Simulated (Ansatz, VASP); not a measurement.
# TaN: VASP beside Ansatz, part 2 of 2

Wanted: the spread between two codes on one cell, functional and k mesh. The cell is taken from a series of runs on this material, whose earlier steps may have relaxed, scaled, displaced or heated it; both programs get it as it stands.

VASP 6.6.1 and Ansatz 0.2.0.

So far: The starting structure; Ansatz: zone-centre phonons, LDA.

## Step 3: VASP: zone-centre phonons, LDA

Level of this step: LDA; plane waves and PAW (N, Ta_pv) (VASP).

The same cell, functional (in two slightly different forms), mesh and smearing now go to VASP, with its own data sets.

Lines of VASP's logs that name or quote its potential files are left out, and so is its time.

Contents of INCAR:

```
SYSTEM = TaN
PREC = Accurate
ENCUT = 600
EDIFF = 1E-08
NELM = 120
ISMEAR = 1
SIGMA = 0.2
LREAL = .FALSE.
ALGO = Normal
GGA = PW92
NBANDS = 14
LASPH = .TRUE.
LORBIT = 11
LWAVE = .FALSE.
LCHARG = .FALSE.
ISIF = 2
IBRION = 8
GGA_COMPAT = .FALSE.
KPAR = 2
```

Contents of POSCAR:

```
TaN
1.0
    2.9646385915      0.0000000000      0.0000000000
   -1.4823192957      2.5674523333      0.0000000000
    0.0000000000      0.0000000000      2.8311173150
N Ta
1 1
Direct
    0.6666666667      0.3333333333      0.0000000000
    0.0000000000      1.0000000000      0.5000000000
```

Contents of KPOINTS:

```
Automatic mesh
0
Gamma
18 18 16
0 0 0
```

Potentials, in the order of the species: N and Ta_pv (LDA family, release 64).

The run is started by

```sh
mpirun -np 2 vasp_std
```

Numbers of over 12 decimals in the logs are rounded to 6 here.

What it wrote:

```text
[banner, memory and clock lines left out]
running    2 mpi-ranks, on    1 nodes
 distrk:  each k-point on    1 cores,    2 groups
 distr:  one band on    1 cores,    1 groups

 POSCAR found type information on POSCAR N Ta
 POSCAR found :  2 types and       2 ions
|                                                                             |
|               ----> ADVICE to this user running VASP <----                  |
|                                                                             |
|     You enforced a specific xc type in the INCAR file but a different       |
|     [... a line on the potential file left out ...]
|     I HOPE YOU KNOW WHAT YOU ARE DOING!                                     |
|                                                                             |

 LDA part: xc-table for (Slater(with rela. corr.)+PW92), standard interpolation
 POSCAR, INCAR and KPOINTS ok, starting setup
 FFT: planning ... GRIDC
 FFT: planning ... GRID_SOFT
 FFT: planning ... GRID
 WAVECAR not read
 entering main loop
       N       E                     dE             d eps       ncg     rms          rms(c)
DAV:   1     0.100701937720E+03    0.10070E+03   -0.98088E+03  9332   0.133E+03
DAV:   2    -0.238577002069E+02   -0.12456E+03   -0.11785E+03 11316   0.332E+02
DAV:   3    -0.272297934212E+02   -0.33721E+01   -0.33513E+01 10656   0.515E+01
DAV:   4    -0.272462681322E+02   -0.16475E-01   -0.16471E-01 11220   0.394E+00
DAV:   5    -0.272463835990E+02   -0.11547E-03   -0.11547E-03 10848   0.310E-01    0.235E+01
DAV:   6    -0.248524351952E+02    0.23939E+01   -0.47001E+00 10092   0.251E+01    0.989E+00
DAV:   7    -0.247275286479E+02    0.12491E+00   -0.35907E-01 12330   0.584E+00    0.687E+00
DAV:   8    -0.246916415173E+02    0.35887E-01   -0.15294E-01 12546   0.349E+00    0.132E+00
DAV:   9    -0.246869271975E+02    0.47143E-02   -0.11127E-02  9948   0.894E-01    0.169E-01
DAV:  10    -0.246867099379E+02    0.21726E-03   -0.66102E-04 12270   0.301E-01    0.103E-01
DAV:  11    -0.246866869795E+02    0.22958E-04   -0.41102E-05 10278   0.622E-02    0.173E-02
DAV:  12    -0.246866870073E+02   -0.27797E-07   -0.23910E-06 12252   0.140E-02    0.239E-03
DAV:  13    -0.246866869954E+02    0.11959E-07   -0.11986E-07 10518   0.296E-03    0.176E-03
DAV:  14    -0.246866869860E+02    0.93880E-08   -0.27191E-08 11592   0.151E-03
   1 F= -.24686687E+02 E0= -.24687028E+02  d E =0.102444E-02
 Linear response reoptimize wavefunctions to high precision
DAV:   1    -0.246866869858E+02    0.16371E-09   -0.33683E-10  7464   0.196E-04
DAV:   2    -0.246866869858E+02    0.18190E-11   -0.15621E-11  7206   0.465E-05
 Linear response DOF=           4
 Linear response progress:
  Degree of freedom:   1/  4
       N       E                     dE             d eps       ncg     rms          rms(c)
RMM:   1    -0.230367629217E+00   -0.23037E+00    0.11361E-01 92995   0.286E+00
RMM:   2    -0.224239038704E+00    0.61286E-02   -0.37819E-03 70015   0.475E-01    0.180E-01
RMM:   3    -0.225056120676E+00   -0.81708E-03   -0.66800E-04 67404   0.167E-01    0.978E-02
RMM:   4    -0.226249622069E+00   -0.11935E-02   -0.34403E-04 68119   0.116E-01    0.260E-02
RMM:   5    -0.226310490890E+00   -0.60869E-04   -0.11223E-05 75985   0.250E-02    0.240E-03
RMM:   6    -0.226312422079E+00   -0.19312E-05   -0.96948E-07 75811   0.523E-03    0.711E-04
RMM:   7    -0.226305925252E+00    0.64968E-05   -0.61217E-08 78829   0.160E-03    0.285E-04
RMM:   8    -0.226307783120E+00   -0.18579E-05   -0.33811E-08 78075   0.490E-04    0.983E-05
RMM:   9    -0.226306966092E+00    0.81703E-06   -0.21084E-09 76566   0.180E-04    0.194E-05
RMM:  10    -0.226306917864E+00    0.48229E-07   -0.34373E-09 85068   0.588E-05    0.123E-05
RMM:  11    -0.226306966605E+00   -0.48741E-07   -0.54145E-10 80620   0.212E-05    0.227E-06
RMM:  12    -0.226306973970E+00   -0.73654E-08   -0.54287E-09 71702   0.976E-06    0.317E-06
 first order change of Fermi-energy   0.23207E-04
 force on displaced ion       1 direction 1 : -13.024   0.001   0.000
 Linear response progress:
  Degree of freedom:   2/  4
       N       E                     dE             d eps       ncg     rms          rms(c)
RMM:   1    -0.233116864564E+00   -0.23312E+00    0.14475E-01 31760   0.292E+00
RMM:   2    -0.227786704801E+00    0.53302E-02   -0.42177E-03 25192   0.488E-01    0.151E-01
RMM:   3    -0.228602930990E+00   -0.81623E-03   -0.94083E-04 24070   0.182E-01    0.778E-02
RMM:   4    -0.229862600439E+00   -0.12597E-02   -0.44018E-04 24461   0.123E-01    0.215E-02
RMM:   5    -0.229979940047E+00   -0.11734E-03   -0.18265E-05 26162   0.317E-02    0.348E-03
RMM:   6    -0.229978865126E+00    0.10749E-05   -0.13462E-06 26317   0.748E-03    0.959E-04
RMM:   7    -0.229972764039E+00    0.61011E-05   -0.14989E-07 26247   0.217E-03    0.322E-04
RMM:   8    -0.229974613621E+00   -0.18496E-05   -0.21339E-08 27663   0.635E-04    0.123E-04
RMM:   9    -0.229975174645E+00   -0.56102E-06   -0.16225E-09 27204   0.213E-04    0.272E-05
RMM:  10    -0.229974923710E+00    0.25093E-06    0.11946E-09 27920   0.681E-05    0.773E-06
RMM:  11    -0.229974966558E+00   -0.42848E-07    0.19097E-09 27785   0.228E-05    0.154E-06
RMM:  12    -0.229974978657E+00   -0.12099E-07   -0.10897E-09 27621   0.105E-05    0.665E-07
RMM:  13    -0.229974978150E+00    0.50696E-09   -0.97345E-11 18466   0.673E-06    0.139E-07
 first order change of Fermi-energy  -0.79788E-04
 force on displaced ion       1 direction 3 :   0.000   0.000 -14.215
 Linear response progress:
  Degree of freedom:   3/  4
       N       E                     dE             d eps       ncg     rms          rms(c)
RMM:   1    -0.134172484303E+00   -0.13417E+00    0.11526E+01 42073   0.247E+01
RMM:   2    -0.162981558418E+00   -0.28809E-01   -0.27435E-02 63725   0.151E+00    0.180E-01
RMM:   3    -0.161783639815E+00    0.11979E-02   -0.28192E-03 73886   0.340E-01    0.100E-01
RMM:   4    -0.161003530141E+00    0.78011E-03   -0.42440E-04 82297   0.114E-01    0.384E-02
RMM:   5    -0.160707536473E+00    0.29599E-03   -0.74922E-05 83006   0.324E-02    0.658E-03
RMM:   6    -0.160712048681E+00   -0.45122E-05   -0.23120E-06 77851   0.127E-02    0.137E-03
RMM:   7    -0.160712682432E+00   -0.63375E-06   -0.34510E-07 85149   0.404E-03    0.398E-04
RMM:   8    -0.160715529578E+00   -0.28471E-05   -0.25755E-07 91757   0.156E-03    0.160E-04
RMM:   9    -0.160716618385E+00   -0.10888E-05   -0.64486E-07 80187   0.666E-04    0.464E-05
RMM:  10    -0.160716989578E+00   -0.37119E-06   -0.17262E-07 84973   0.335E-04    0.237E-05
RMM:  11    -0.160717129514E+00   -0.13994E-06   -0.19458E-07 90667   0.154E-04    0.635E-06
RMM:  12    -0.160717076267E+00    0.53247E-07   -0.11809E-07 81955   0.878E-05    0.383E-06
RMM:  13    -0.160717078138E+00   -0.18711E-08   -0.52879E-08 88387   0.486E-05    0.517E-06
 first order change of Fermi-energy  -0.53633E-04
 force on displaced ion       2 direction 1 : -13.018   0.001   0.000
 Linear response progress:
  Degree of freedom:   4/  4
       N       E                     dE             d eps       ncg     rms          rms(c)
RMM:   1    -0.146407405103E+00   -0.14641E+00    0.10279E+01 14979   0.241E+01
RMM:   2    -0.174985295309E+00   -0.28578E-01   -0.28246E-02 21990   0.148E+00    0.138E-01
RMM:   3    -0.174354369800E+00    0.63093E-03   -0.22874E-03 25753   0.302E-01    0.735E-02
RMM:   4    -0.173886934685E+00    0.46744E-03   -0.19696E-04 27668   0.959E-02    0.243E-02
RMM:   5    -0.173752620629E+00    0.13431E-03   -0.31505E-05 28335   0.282E-02    0.636E-03
RMM:   6    -0.173737836378E+00    0.14784E-04   -0.75109E-06 26968   0.109E-02    0.887E-04
RMM:   7    -0.173739845730E+00   -0.20094E-05   -0.37695E-06 29260   0.343E-03    0.374E-04
RMM:   8    -0.173742776572E+00   -0.29308E-05   -0.19480E-06 29746   0.137E-03    0.122E-04
RMM:   9    -0.173743765474E+00   -0.98890E-06   -0.12826E-06 28133   0.597E-04    0.498E-05
RMM:  10    -0.173744284265E+00   -0.51879E-06   -0.73752E-07 27469   0.355E-04    0.170E-05
RMM:  11    -0.173744438843E+00   -0.15458E-06   -0.40487E-07 31673   0.165E-04    0.487E-06
RMM:  12    -0.173744393844E+00    0.44999E-07   -0.21072E-07 28681   0.919E-05    0.345E-06
RMM:  13    -0.173744342639E+00    0.51205E-07   -0.14036E-07 28583   0.559E-05    0.862E-06
RMM:  14    -0.173744387183E+00   -0.44544E-07   -0.73013E-08 26659   0.360E-05    0.675E-06
RMM:  15    -0.173744454153E+00   -0.66970E-07   -0.48067E-08 27367   0.276E-05    0.269E-06
RMM:  16    -0.173744464366E+00   -0.10213E-07   -0.24139E-08 29066   0.152E-05    0.245E-06
RMM:  17    -0.173744490481E+00   -0.26115E-07   -0.16018E-08 27676   0.119E-05    0.909E-07
RMM:  18    -0.173744503560E+00   -0.13079E-07   -0.80856E-09 27334   0.836E-06    0.171E-07
RMM:  19    -0.173744504230E+00   -0.66955E-09   -0.55770E-09 16621   0.571E-06    0.201E-07
 first order change of Fermi-energy  -0.75102E-03
 force on displaced ion       2 direction 3 :  -0.000   0.000 -14.208
 Linear response finished
```

From OUTCAR (step 3):

```text
ion  position               nearest neighbor table
   1  0.667  0.333  0.000-   2 2.22   2 2.22   2 2.22   2 2.22   2 2.22   2 2.22
   2  0.000  0.000  0.500-   1 2.22   1 2.22   1 2.22   1 2.22   1 2.22   1 2.22

  LATTYP: Found a hexagonal cell.
 ALAT       =     2.9646385915
 C/A-ratio  =     0.9549620393

 Subroutine GETGRP returns: Found 12 space group operations
 (whereof 12 operations were pure point group operations)

The static configuration has the point symmetry D_3h.

 Found    333 irreducible k-points:

   k-points           NKPTS =    333   k-points in BZ     NKDIM =    333   number of bands    NBANDS=     14

   dimension x,y,z NGX =    24 NGY =   24 NGZ =   24
   dimension x,y,z NGXF=    48 NGYF=   48 NGZF=   48

   ENCUT  =  600.0 eV  44.10 Ry    6.64 a.u.   5.92  5.92  5.65*2*pi/ulx,y,z

   NELECT =      16.0000    total number of electrons

 k-points in reciprocal lattice and weights: Automatic mesh
   0.00000000  0.00000000  0.00000000       0.000
   0.05555556  0.00000000  0.00000000       0.001
   0.11111111  0.00000000  0.00000000       0.001
   0.16666667  0.00000000  0.00000000       0.001
   0.22222222  0.00000000  0.00000000       0.001
   0.27777778  0.00000000  0.00000000       0.001
   0.33333333  0.00000000  0.00000000       0.001
   0.38888889  0.00000000  0.00000000       0.001
   0.44444444  0.00000000  0.00000000       0.001
[...]
0.33333333  0.27777778  0.50000000       0.002
   0.33333333  0.33333333  0.50000000       0.000

 average (electrostatic) potential at core
       1 -61.4065       2 -35.4739

  Total       -1.9659863     -1.9659863      0.2018993     -0.0000000      0.0000000      0.0000000
  in kB     -146.1702739   -146.1702739     15.0111292     -0.0000000      0.0000000      0.0000000
  external PRESSURE =     -92.4431395 kB  Pullay stress =       0.0000000 kB

  energy-cutoff  :      600.00
  volume of cell :       21.55
      direct lattice vectors                 reciprocal lattice vectors
     2.964638591  0.000000000  0.000000000     0.337309243  0.194745582  0.000000000
    -1.482319296  2.567452333  0.000000000     0.000000000  0.389491165  0.000000000
     0.000000000  0.000000000  2.831117315     0.000000000  0.000000000  0.353217436

 POSITION                                       TOTAL-FORCE (eV/Angst)
 -----------------------------------------------------------------------------------
      1.48232      0.85582      0.00000         0.000000      0.000000      0.000000
      0.00000      0.00000      1.41556        -0.000000      0.000000      0.000000
 -----------------------------------------------------------------------------------
    total drift:                               -0.000000      0.000000      0.000000

 Eigenvectors and eigenvalues of the dynamical matrix
 ----------------------------------------------------

   1 f  =   16.350034 THz   102.730292 2PiTHz  545.378420 cm-1    67.618276 meV
             X         Y         Z           dx          dy          dz
      1.482319  0.855817  0.000000     0.000000    0.000000    0.963437
      0.000000  0.000000  1.415559     0.000000    0.000000   -0.267934

   2 f  =   15.650403 THz    98.334383 2PiTHz  522.041258 cm-1    64.724838 meV
             X         Y         Z           dx          dy          dz
      1.482319  0.855817  0.000000     0.531353    0.803667    0.000000
      0.000000  0.000000  1.415559    -0.147765   -0.223494    0.000000

   3 f  =   15.650403 THz    98.334383 2PiTHz  522.041258 cm-1    64.724838 meV
             X         Y         Z           dx          dy          dz
      1.482319  0.855817  0.000000    -0.803667    0.531353    0.000000
      0.000000  0.000000  1.415559     0.223494   -0.147765    0.000000

   4 f/i=    0.000949 THz     0.005963 2PiTHz    0.031658 cm-1     0.003925 meV
             X         Y         Z           dx          dy          dz
      1.482319  0.855817  0.000000     0.000000    0.000000   -0.267934
      0.000000  0.000000  1.415559     0.000000    0.000000   -0.963437

   5 f/i=    0.001048 THz     0.006583 2PiTHz    0.034949 cm-1     0.004333 meV
             X         Y         Z           dx          dy          dz
      1.482319  0.855817  0.000000    -0.078533   -0.256158    0.000000
      0.000000  0.000000  1.415559    -0.282400   -0.921122    0.000000

   6 f/i=    0.001048 THz     0.006583 2PiTHz    0.034949 cm-1     0.004333 meV
             X         Y         Z           dx          dy          dz
      1.482319  0.855817  0.000000    -0.256158    0.078533    0.000000
      0.000000  0.000000  1.415559    -0.921122    0.282400    0.000000

 ELASTIC MODULI CONTR FROM IONIC RELAXATION (kBar)
 Direction    XX          YY          ZZ          XY          YZ          ZX
 --------------------------------------------------------------------------------
 XX          -8.4485      8.4485     -0.0000     -0.0000      0.0000      0.0000
 YY           8.4485     -8.4485      0.0000     -0.0000      0.0000      0.0000
 ZZ          -0.0000      0.0000     -0.0000      0.0000      0.0000      0.0000
 XY          -0.0000     -0.0000      0.0000     -8.4485      0.0000      0.0000
 YZ           0.0000      0.0000      0.0000      0.0000      0.0000      0.0000
 ZX           0.0000      0.0000      0.0000      0.0000      0.0000      0.0000
 --------------------------------------------------------------------------------
```

## Step 4: Side by side

Known differences besides the potentials themselves: the data sets hold 18 valence electrons in Ansatz (on its PAW soft_1 files) and 16 in VASP; the cutoff is 420 eV in Ansatz and 600 eV in VASP; VASP's log shows a relativistic correction to its local exchange, Ansatz's none. Total energies have different zeros and are not compared.

The two programs side by side:

```tsv
quantity	Ansatz	VASP	difference
optical mode 1 to 2 (cm⁻¹)	518.9	522.0	-0.60 %
optical mode 3 (cm⁻¹)	542.2	545.4	-0.58 %
```

Modes are paired by rising frequency, not by their patterns, so a pair may set unlike modes beside each other; they are those without the splitting of longitudinal modes.

## Step 5: Summary of results

```json
{"r.m.s. difference of the optical zone-centre modes, each program's sorted by frequency (zone-centre phonons, LDA)": "3.2 cm⁻¹", "difference in optical mode 1 to 2 (zone-centre phonons, LDA)": "-0.6 %"}
```

In words: The r.m.s. difference of the optical zone-centre modes, each program's sorted by frequency is 3.2 cm⁻¹ (zone-centre phonons, LDA). The data sets hold unlike numbers of valence electrons (18 in Ansatz and 16 in VASP), so part of the differences comes from the potentials. Among the rows given in per cent, the largest difference of the zone-centre phonons, LDA pair is in optical mode 1 to 2, -0.6 %. Such differences can come from data sets, numerical settings and the points named under the comparisons, not from the functional's error against experiment.

[Lines on the potential files, build, host, timing and source positions are cut from VASP's logs without a mark.]

[Logs are printed without paths, hosts, clocks, repeated set-up lines and the standing remarks that a program may print on its own settings, such as how far it seeks lower states.]

[Hosts, paths, dates, database ids (printed as entryN), source tags and the programs' standing remarks are cut or masked in the printed files.]
